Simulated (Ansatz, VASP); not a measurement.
## SiWSN2: VASP beside Ansatz

The input INCAR:

```
SYSTEM = SiWSN2
ALGO = Normal
EDIFF = 1E-6
ENCUT = 520
GGA = PE
ISIF = 2
ISMEAR = 0
LASPH = .TRUE.
LCHARG = .FALSE.
LREAL = .FALSE.
LWAVE = .FALSE.
NBANDS = 25
NELM = 100
PREC = Accurate
SIGMA = 0.1
```

The input KPOINTS:

```
k-points
0
G
  4 4 4
  0 0 0
```

The input POSCAR:

```
SiWSN2
1.0
    4.1655775900      0.0000000000      0.0000000000
    0.0000000000      4.1655775900      0.0000000000
    0.0000000000      0.0000000000      4.2957686300
Si W S N
1 1 1 2
Direct
    0.5000000000      0.5000000000      0.5000000000
    0.5000000000      0.5000000000      0.0000000000
    0.0000000000      0.0000000000      0.0000000000
    0.5000000000      0.0000000000      0.5000000000
    0.0000000000      0.5000000000      0.5000000000
```

Input for Ansatz:

```yaml
crystal:
  lattice:
    - [4.16557759, 0.0, 0.0]
    - [0.0, 4.16557759, 0.0]
    - [0.0, 0.0, 4.29576863]
  atoms:
    - { symbol: Si, position: [0.5, 0.5, 0.5] }
    - { symbol: W, position: [0.5, 0.5, 0.0] }
    - { symbol: S, position: [0.0, 0.0, 0.0] }
    - { symbol: "N", position: [0.5, 0.0, 0.5] }
    - { symbol: "N", position: [0.0, 0.5, 0.5] }
basis:
  ecutwfc: 420
kpoints:
  mp_grid: { grid: [4, 4, 4] }
hamiltonian:
  xc: pbe
scf:
  occupations: { method: gaussian, width: 0.1 }
  lower_state_search: "off"
output:
  forces: true
  stress: true
  eigenvalues: true
```

Change from the starting cell: species swapped into the CsHgBrCl2 type (P4/mmm, No. 123).

Alike in both runs: task single point; functional PBE; k mesh 4 × 4 × 4; occupations gaussian, width 0.1 eV; no spin polarisation.

```csv
,VASP,Ansatz
version,VASP 6.6.1,Ansatz 0.2.0
potentials or method,"VASP PAW PBE potentials, release 64 (Si, W_sv, S, N)","scalar-relativistic, plane waves, PAW"
plane-wave cutoff (eV),520,420
valence electrons in the cell,34,34
```

VASP gave:

```
gap on the k mesh at the Fermi level (eV)       : none
pressure (GPa)                                  : -6.3
largest component of the traceless stress (GPa) : 50.96
```

Q: Which values does Ansatz return?

A: gap on the k mesh at the Fermi level (eV): none; pressure (GPa): -6.3; largest component of the traceless stress (GPa): 50.92.

A gap of «none» marks a metal or a gap that the smearing closes. The functional is the same, so the differences come from potentials, cutoffs and numerics.

Caveats: the k mesh is coarse (spacing up to 0.38 Å⁻¹), so the values aren't converged. Spin-orbit coupling is left out, which matters for the levels of W.
